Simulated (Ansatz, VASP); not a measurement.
## Cross-check of Te2Pt (1T-PtTe2 5 layers, AA) between VASP and Ansatz

Aim: how closely do two programs agree when they are given the same cell, functional and k mesh? The structure shown is the start of the Ansatz relaxation below; VASP solves that cell, so the two are compared at the walk's first step.

Calculated with Ansatz 0.2.0; plane waves, with VASP 6.6.1 beside it; single point at PBE with D4.

### Step 1. Set-up

The cell holds 15 atoms: 10 Te and 5 Pt. Cell: a = 4.020 Å, b = 4.020 Å, c = 81.842 Å, α = 90.0°, β = 90.0°, γ = 120.0°. Vacuum lies along c.

### Step 2. Ansatz: relaxation, PBE with D4

Ansatz runs on its default PAW (the set named soft_2) files.

The two programs are compared at the cell with which this relaxation starts, whose forces are those of its first step.

File input.yaml:

```yaml
crystal:
  lattice:
    - [4.02, 0.0, 0.0]
    - [-2.01, 3.4814221232, 0.0]
    - [0.0, 0.0, 81.8416338808]
  atoms:
    - { symbol: Te, position: [0.6666666667, 0.3333333333, 0.344567901] }
    - { symbol: Pt, position: [0.0, 0.0, 0.3595256105] }
    - { symbol: Te, position: [0.3333333333, 0.6666666667, 0.3744833201] }
    - { symbol: Te, position: [0.6666666667, 0.3333333333, 0.4148050957] }
    - { symbol: Pt, position: [0.0, 0.0, 0.4297628053] }
    - { symbol: Te, position: [0.3333333333, 0.6666666667, 0.4447205148] }
    - { symbol: Te, position: [0.6666666667, 0.3333333333, 0.4850422905] }
    - { symbol: Pt, position: [0.0, 0.0, 0.5] }
    - { symbol: Te, position: [0.3333333333, 0.6666666667, 0.5149577095] }
    - { symbol: Te, position: [0.6666666667, 0.3333333333, 0.5552794852] }
    - { symbol: Pt, position: [0.0, 0.0, 0.5702371947] }
    - { symbol: Te, position: [0.3333333333, 0.6666666667, 0.5851949043] }
    - { symbol: Te, position: [0.6666666667, 0.3333333333, 0.6255166799] }
    - { symbol: Pt, position: [0.0, 0.0, 0.6404743895] }
    - { symbol: Te, position: [0.3333333333, 0.6666666667, 0.655432099] }
  periodic: [true, true, false]
kpoints:
  mp_grid: { grid: [12, 12, 1] }
hamiltonian:
  xc: pbe
  dispersion: d4
scf:
  occupations: { method: fermi_dirac, width: 0.05 }
  convergence: { dr2_threshold: 1.0e-09 }
relax:
  f_tol: 0.004
  max_steps: 90
  cell: {}
output:
  write_potential: true
  write_density: true
  volumetric_format: npy
```

Launch:

```
$ ansatz run input.yaml --threads 8 --pin off --max-ram 12288MiB --backend cpu --events-out ev --progress --plain --runs-dir out
```

Numbers of over 12 decimals in the logs are rounded to 6 here.

Log:

```text
Warning: relax.cell: scf.convergence.dr2_threshold = 1e-9 eV is looser than the 1.19416349055e-10 eV advised for a relaxation that steers and ends on the stress (1e-10 eV for each atom of the cell: 15, times the square of relax.cell.stress_2d_tol = 0.05 N/m over 35.4 Å (the atoms' height at the walk's start and 5 Å past either face), 1.411e-2 GPa, over a crystal's default 0.05). What an SCF threshold leaves in a stress goes as its square root, and in the free energy as the threshold itself, and one threshold admits the most on a small cell: [figures from the program's tests cut] Set scf.convergence.dr2_threshold to 1.19416349055e-10 eV or tighter. [rest of the remark cut]
Engine: ansatz 0.2.0, x86_64-unknown-linux-gnu
Pseudopotentials: kind: paw
Pseudopotential: Te, paw, valence charge 16, recommended cutoff 420 eV (normal), Te.paw.azcp
Pseudopotential: Pt, paw, valence charge 18, recommended cutoff 420 eV (normal), Pt.paw.azcp
Functional definition: PBE
  parameter kappa = 0.804
  parameter beta = 0.066725
  exchange = pbe_x(kappa = kappa, mu = beta*pi^2/3)
  correlation = pbe_c(beta = beta)
Crystal: 15 atoms, lattice volume = 1145.400 Å³
Basis set: ecut = 420 eV, 22485 PW (Γ), exchange–correlation on 54×54×1152 points (8 copies of the dense FFT grid, shifted against one another)
Bands: 150, of which v1, the nominal top of the filled ones, is band 125 counted from 1 (124 counted from 0)
Symmetry: 12 space group operations
Space group: P-3m1 (ITA 164), of the structure as read, at distance tolerance 1.0e-4 Å
k-points: 19 of 144
Non-local potential: Te, projectors of the file, l = 0: 2, l = 1: 2, l = 2: 2, l = 3: 2
Non-local potential: Pt, projectors of the file, l = 0: 3, l = 1: 2, l = 2: 2, l = 3: 1
PAW form: soft (Blöchl's): semilocal exchange-correlation on the pseudo side does not see the compensation charge
PAW one-centre angular grid: Te, 590 points (default); XC on 64 Gauss nodes
PAW one-centre angular grid: Pt, 590 points (default); XC on 64 Gauss nodes
Initial density: superposition of atomic densities (neutral atoms: chi_scale 0, normalization atom), corrected by the library's trained network
Initial wavefunctions: pseudopotential atomic-orbital guess
Functional: x = pbe(κ = 0.804, μ = 0.219515), c = pbe(β = 0.066725)
SCF iter   1: F=—  HF=-132426.265227 eV  |F-HF|=—  |Δ(HF+E_count)|=         —  Δρ=1.45e-3  dr2=1.29e-1  ethr=1.77e-3  ⟨swp⟩=13.6  Hψ=18087  notcnv=0  defer=117
preconditioner: auto → LDOS  [metal: Δε(μ)=0.099 eV  Ē_g=9.035 eV  σ=0.050 eV  W_gap=0.45  n_scr=228 (ndim 8)  ℏωp=11.5 eV  f_vac=0.647  D(μ)=3.96/eV (n_scr^D=20)  β→1.0]
SCF iter   2: F=—  HF=-132426.263165 eV  |F-HF|=—  |Δ(HF+E_count)|=   2.06e-3  Δρ=1.42e-3  dr2=5.84e-2  ethr=5.14e-5  ⟨swp⟩=4.0  Hψ=7020  notcnv=0  defer=207
SCF iter   3: F=—  HF=-132426.249060 eV  |F-HF|=—  |Δ(HF+E_count)|=   1.41e-2  Δρ=2.34e-4  dr2=4.03e-3  ethr=2.33e-5  ⟨swp⟩=2.8  Hψ=5352  notcnv=0  defer=207
SCF iter   4: F=—  HF=-132426.248775 eV  |F-HF|=—  |Δ(HF+E_count)|=   2.85e-4  Δρ=7.17e-5  dr2=3.26e-4  ethr=1.61e-6  ⟨swp⟩=3.4  Hψ=5230  notcnv=0  defer=207
SCF iter   5: F=—  HF=-132426.248755 eV  |F-HF|=—  |Δ(HF+E_count)|=   1.96e-5  Δρ=3.36e-5  dr2=7.19e-5  ethr=1.30e-7  ⟨swp⟩=3.5  Hψ=5960  notcnv=0  defer=207
SCF iter   6: F=—  HF=-132426.248783 eV  |F-HF|=—  |Δ(HF+E_count)|=   2.85e-5  Δρ=1.18e-5  dr2=2.60e-6  ethr=2.87e-8  ⟨swp⟩=2.7  Hψ=4186  notcnv=0  defer=207
SCF iter   7: F=—  HF=-132426.249412 eV  |F-HF|=—  |Δ(HF+E_count)|=   6.29e-4  Δρ=4.88e-6  dr2=5.38e-7  ethr=1.04e-9  ⟨swp⟩=3.2  Hψ=5697  notcnv=0  defer=207
SCF iter   8: F=—  HF=-132426.249413 eV  |F-HF|=—  |Δ(HF+E_count)|=   7.06e-7  Δρ=1.49e-6  dr2=3.75e-8  ethr=2.15e-10  ⟨swp⟩=3.4  Hψ=5182  notcnv=0  defer=207
SCF iter   9: F=—  HF=-132426.249413 eV  |F-HF|=—  |Δ(HF+E_count)|=   5.73e-8  Δρ=5.22e-7  dr2=5.88e-9  ethr=1.50e-11  ⟨swp⟩=3.5  Hψ=5557  notcnv=0  defer=207
SCF iter  10: F=—  HF=-132426.249413 eV  |F-HF|=—  |Δ(HF+E_count)|=   8.35e-9  Δρ=2.06e-7  dr2=1.03e-9  ethr=1.00e-12  ⟨swp⟩=11.7  Hψ=20142  notcnv=0
SCF iter  11: F=-132426.249413 eV  HF=-132426.249413 eV  |F-HF|=4.19e-9  |Δ(HF+E_count)|=   3.49e-9  Δρ=9.00e-8  dr2=1.79e-10  ethr=1.00e-12  ⟨swp⟩=10.0  Hψ=16751  notcnv=0
SCF 1 converged in 11 iterations: F = -132426.249413 eV  dr2 = 1.79e-10
  greatest PAW one-centre occupation: 1.000 electrons in one spin orbital (limit 2), on the Pt atom at site 13 (counted from 0), in its partial waves of l = 0
[...]
atom   6  Te    -0.00000000    -0.00000000     0.00038881
  atom   7  Te     0.00000000     0.00000000    -0.00009849
  atom   8  Pt    -0.00000000    -0.00000000     0.00000000
  atom   9  Te     0.00000000    -0.00000000     0.00009849
  atom  10  Te    -0.00000000     0.00000000    -0.00038881
  atom  11  Pt     0.00000000     0.00000000     0.00070678
  atom  12  Te    -0.00000000    -0.00000000    -0.00045012
  atom  13  Te     0.00000000     0.00000000     0.00027112
  atom  14  Pt    -0.00000000     0.00000000    -0.00107151
  atom  15  Te     0.00000000    -0.00000000     0.00089215
  max |Σ_I F_I| component: 6.94e-18 eV/Å
--- 2D stress c σ (N/m, compression-positive) ---
        0.003417       0.000000      -0.000000
       -0.000000       0.003417      -0.000000
       -0.000000      -0.000000       0.000000
  P = ½ c Tr σ = 0.0034 N/m
--- Band table (eV; the first three rows and the last of 19) ---
  k-point 0: bands = [... 121 lower, -4.8437, -4.4703, -3.7122, -3.4363, -3.4363, -3.1033, -3.1033, -3.0621, ... 21 higher]
  k-point 1: bands = [... 121 lower, -4.5268, -4.2451, -4.0486, -3.7447, -3.5840, -3.3311, -3.2075, -3.1125, ... 21 higher]
  k-point 2: bands = [... 121 lower, -5.0098, -4.8888, -4.4700, -4.0554, -3.8191, -3.6447, -3.4810, -3.3888, ... 21 higher]
  k-point 18: bands = [... 121 lower, -6.4174, -6.4174, -6.1612, -6.1612, -4.4811, -4.4811, -4.0001, -4.0001, ... 21 higher]
  the weakly bound empty levels are not read free of the cell's end (no_gap_told)
--- Relaxed structure (12 steps of the walk, 12 accepted, 1 SCFs on fresh bases) ---
  F+E_penalty+E_count = -132428.52149151 eV   max|allowed force component| = 1.072e-3 eV/Å   (the final SCF, on the basis selected at the relaxed cell)
  cell:  # Å, volume = 1155.0978 Å³
    - [4.036983, 0, 0]
    - [-2.018492, 3.496130, 0]
    - [0, 0, 81.8416338808]
  atoms:
    - { symbol: Te, position: [0.666667, 0.333333, 0.358141] }
    - { symbol: Pt, position: [-2.3497523678517297e-17, 0, 0.375120] }
    - { symbol: Te, position: [0.333333, 0.666667, 0.391593] }
    - { symbol: Te, position: [0.666667, 0.333333, 0.420852] }
    - { symbol: Pt, position: [-1.1640792490566366e-17, 0, 0.437488] }
    - { symbol: Te, position: [0.333333, 0.666667, 0.454260] }
    - { symbol: Te, position: [0.666667, 0.333333, 0.483241] }
    - { symbol: Pt, position: [0, 0, 0.500000] }
    - { symbol: Te, position: [0.333333, 0.666667, 0.516759] }
    - { symbol: Te, position: [0.666667, 0.333333, 0.545740] }
    - { symbol: Pt, position: [1.1640792490566367e-17, 0, 0.562512] }
    - { symbol: Te, position: [0.333333, 0.666667, 0.579148] }
    - { symbol: Te, position: [0.666667, 0.333333, 0.608407] }
    - { symbol: Pt, position: [2.3497523678517312e-17, 0, 0.624880] }
    - { symbol: Te, position: [0.333333, 0.666667, 0.641859] }
```

In the SCF lines HF is the Harris–Foulkes energy and dr2 the Hartree energy of the density residual, in eV; the loop may stop once dr2 is under the threshold and the program's other checks hold. Hψ counts applications of the Hamiltonian.

[end of part 1 of 2]

[Lines on the potential files, build, host, timing and source positions are cut from VASP's logs without a mark.]

[Logs are printed without paths, hosts, clocks, repeated set-up lines and the standing remarks that a program may print on its own settings, such as how far it seeks lower states.]

[Hosts, paths, dates, database ids (printed as entryN), source tags and the programs' standing remarks are cut or masked in the printed files.]
